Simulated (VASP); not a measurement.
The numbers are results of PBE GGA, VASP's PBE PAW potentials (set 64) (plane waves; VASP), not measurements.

Input for VASP

POSCAR:
```
FeGe
1
    4.6890000000     0.0000000000     0.0000000000
    0.0000000000     4.6890000000     0.0000000000
    0.0000000000     0.0000000000     4.6890000000
Ge Fe
4 4
Direct
  0.8420000000   0.8420000000   0.8420000000
  0.6580000000   0.1580000000   0.3420000000
  0.3420000000   0.6580000000   0.1580000000
  0.1580000000   0.3420000000   0.6580000000
  0.1350000000   0.1350000000   0.1350000000
  0.3650000000   0.8650000000   0.6350000000
  0.6350000000   0.3650000000   0.8650000000
  0.8650000000   0.6350000000   0.3650000000
```

**KPOINTS**
```
Automatic mesh
0
Gamma
3 3 3
0 0 0
```

INCAR:
```
! general
SYSTEM  = FeGe
PREC    = Accurate
ENCUT   = 300
LREAL   = .FALSE.
LASPH   = .TRUE.

! electronic loop
EDIFF   = 1E-6
NELM    = 100
ALGO    = Normal
LMAXMIX = 4

! smearing
ISMEAR  = -1
SIGMA   = 0.1

! functional
GGA     = PE

! spin
ISPIN   = 2
MAGMOM  = 4*0.0 4*4.0

! ions
ISIF    = 2

! output
LWAVE   = .FALSE.
LCHARG  = .FALSE.
LORBIT  = 11
```

POTCAR, in this order: Ge_d Fe (PBE.64 set). Program: vasp_std.

The resulting files:

**OSZICAR**
```
       N       E                     dE             d eps       ncg     rms          rms(c)
DAV:   1     0.784368340946E+03    0.78437E+03   -0.25587E+04  1116   0.283E+03
DAV:   2     0.990966913346E+02   -0.68527E+03   -0.64627E+03   960   0.674E+02
DAV:   3    -0.455684784596E+02   -0.14467E+03   -0.13559E+03   968   0.199E+02
DAV:   4    -0.550308883849E+02   -0.94624E+01   -0.92516E+01  1100   0.610E+01
DAV:   5    -0.552141319107E+02   -0.18324E+00   -0.18280E+00  1092   0.911E+00    0.274E+01
DAV:   6    -0.610342226228E+02   -0.58201E+01   -0.56227E+01  1144   0.671E+01    0.301E+01
DAV:   7    -0.518484667711E+02    0.91858E+01   -0.26483E+01  1088   0.508E+01    0.669E+00
DAV:   8    -0.520595071958E+02   -0.21104E+00   -0.23285E+00  1044   0.641E+00    0.350E+00
DAV:   9    -0.519981360490E+02    0.61371E-01   -0.17467E-01  1156   0.310E+00    0.134E+00
DAV:  10    -0.519878841469E+02    0.10252E-01   -0.22233E-02  1112   0.102E+00    0.468E-01
DAV:  11    -0.519868347595E+02    0.10494E-02   -0.33339E-03  1168   0.432E-01    0.169E-01
DAV:  12    -0.519868720824E+02   -0.37323E-04   -0.53225E-04  1120   0.161E-01    0.621E-02
DAV:  13    -0.519868673165E+02    0.47658E-05   -0.62586E-05  1188   0.552E-02    0.315E-02
DAV:  14    -0.519868729819E+02   -0.56653E-05   -0.24463E-05   976   0.284E-02    0.158E-02
DAV:  15    -0.519868741011E+02   -0.11193E-05   -0.29147E-06   804   0.141E-02    0.619E-03
DAV:  16    -0.519868743839E+02   -0.28278E-06   -0.28791E-07   540   0.388E-03
   1 F= -.51986874E+02 E0= -.51876542E+02  d E =-.220664E+00  mag=     4.3279
```

### OUTCAR
```
------------------------ aborting loop because EDIFF is reached ----------------------------------------
  FORCE on cell =-STRESS in cart. coord.  units (eV):
  Direction    XX          YY          ZZ          XY          YZ          ZX
  --------------------------------------------------------------------------------------
  Total       -2.2373165     -2.2373165     -2.2373165      0.0000000      0.0000000      0.0000000
  in kB      -34.7694097    -34.7694097    -34.7694097      0.0000000      0.0000000      0.0000000
  external PRESSURE =     -34.7694097 kB  Pullay stress =       0.0000000 kB
  volume of cell :      103.10
      direct lattice vectors                 reciprocal lattice vectors
     4.689000000  0.000000000  0.000000000     0.213265089  0.000000000  0.000000000
     0.000000000  4.689000000  0.000000000     0.000000000  0.213265089  0.000000000
     0.000000000  0.000000000  4.689000000     0.000000000  0.000000000  0.213265089
 POSITION                                       TOTAL-FORCE (eV/Angst)
 -----------------------------------------------------------------------------------
      3.94814      3.94814      3.94814        -0.025947     -0.025947     -0.025947
      3.08536      0.74086      1.60364         0.025947      0.025947     -0.025947
      1.60364      3.08536      0.74086        -0.025947      0.025947      0.025947
      0.74086      1.60364      3.08536         0.025947     -0.025947      0.025947
      0.63301      0.63301      0.63301        -0.032164     -0.032164     -0.032164
      1.71149      4.05599      2.97751         0.032164      0.032164     -0.032164
      2.97751      1.71149      4.05599        -0.032164      0.032164      0.032164
      4.05599      2.97751      1.71149         0.032164     -0.032164      0.032164
 -----------------------------------------------------------------------------------
    total drift:                                0.000001     -0.000004     -0.000000
  FREE ENERGIE OF THE ION-ELECTRON SYSTEM (eV)
  ---------------------------------------------------
  free  energy   TOTEN  =       -51.9868743839 eV

  energy  without entropy=      -51.7662098872  energy(sigma->0) =      -51.87654214

 total charge

# of ion       s       p       d       tot
------------------------------------------
    1        1.118   1.228  10.114  12.460
    2        1.118   1.228  10.114  12.460
    3        1.118   1.228  10.114  12.460
    4        1.118   1.228  10.114  12.460
    5        0.375   0.489   6.440   7.304
    6        0.375   0.489   6.440   7.304
    7        0.375   0.489   6.440   7.304
    8        0.375   0.489   6.440   7.304
--------------------------------------------------
tot          5.973   6.865  66.218  79.057

 magnetization (x)

# of ion       s       p       d       tot
------------------------------------------
    1       -0.010  -0.068  -0.006  -0.085
    2       -0.010  -0.068  -0.006  -0.085
    3       -0.010  -0.068  -0.006  -0.085
    4       -0.010  -0.068  -0.006  -0.085
    5       -0.000  -0.008   1.215   1.207
    6       -0.000  -0.008   1.215   1.207
    7       -0.000  -0.008   1.215   1.207
    8       -0.000  -0.008   1.215   1.207
--------------------------------------------------
tot         -0.043  -0.302   4.833   4.489
```
(Selected blocks of OUTCAR.)

OUTCAR:
```
 val. band max:        8.0287415104   @ k =   0.3333   0.0000   0.0000

 cond. band min:       8.0546632352   @ k =   0.3333   0.3333   0.3333


 Fermi energy:         8.0343235468

 spin component 1

 k-point     1 :       0.0000    0.0000    0.0000
  band No.  band energies     occupation
      1     -16.6490      1.00000
      2     -16.6490      1.00000
      3     -16.6490      1.00000
      4     -16.6132      1.00000
      5     -16.6132      1.00000
      6     -16.6132      1.00000
      7     -16.5913      1.00000
      8     -16.5913      1.00000
      9     -16.5913      1.00000
     10     -16.5693      1.00000
     11     -16.5693      1.00000
     12     -16.5636      1.00000
     13     -16.5422      1.00000
     14     -16.5422      1.00000
     15     -16.5422      1.00000
     16     -16.5364      1.00000
     17     -16.5364      1.00000
     18     -16.5176      1.00000
     19     -16.5176      1.00000
     20     -16.5176      1.00000
     21      -5.2000      1.00000
     22      -0.3752      1.00000
     23      -0.3752      1.00000
     24      -0.3752      1.00000
     25       3.1401      1.00000
     26       3.1401      1.00000
     27       3.1401      1.00000
     28       4.6310      1.00000
     29       4.6310      1.00000
     30       4.6310      1.00000
     31       5.0506      1.00000
     32       5.2067      1.00000
     33       5.2067      1.00000
     34       5.4135      1.00000
     35       5.4135      1.00000
     36       5.4135      1.00000
     37       6.0285      1.00000
     38       6.0285      1.00000
     39       6.0285      1.00000
     40       7.1544      0.99985
     41       7.1544      0.99985
     42       7.1606      0.99984
     43       7.1606      0.99984
     44       7.1606      0.99984
     45       7.7038      0.96461
     46       7.7038      0.96461
     47       7.7038      0.96461
     48       9.7724      0.00000
     49       9.7724      0.00000
...
```

At this cut-off the stress carries a Pulay error, which pulls relaxed volumes low.

The structure comes from a measured FeGe entry of the Crystallography Open Database, whose conditions weren't checked. The cell was not relaxed at this level. The k-mesh is coarse (spacing up to 0.45 per Å, 2π included), so the numbers may not be converged in it.
